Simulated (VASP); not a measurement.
Given:

```yaml
crystal:
  lattice:
    - [0.00000, 2.82854, 2.82854]
    - [2.82854, 0.00000, 2.82854]
    - [2.82854, 2.82854, 0.00000]
  atoms:
    - { symbol: Pb, position: [0.00000, 0.00000, 0.00000] }
    - { symbol: Se, position: [0.50000, 0.50000, 0.50000] }
```

These are PBEsol GGA, VASP's PBE PAW potentials (set 64) (plane waves; VASP) values and carry that method's errors. Settings: 500 eV cut-off, 8×8×8 Γ-centred mesh, Gaussian smearing of 0.050 eV, potentials Pb_d Se.

Q: Estimate the energy per atom (σ→0), pressure.

A: 
| Property | Result |
|---|---|
| energy per atom (σ→0) | -4.166 eV/atom |
| pressure | 19.94 GPa |

Only differences to runs with the same potentials and settings are physical.

The structure was generated: PbSe was put into the rock salt type (Fm-3m), which need not be its known phase. It was relaxed first under an external pressure of 20 GPa.
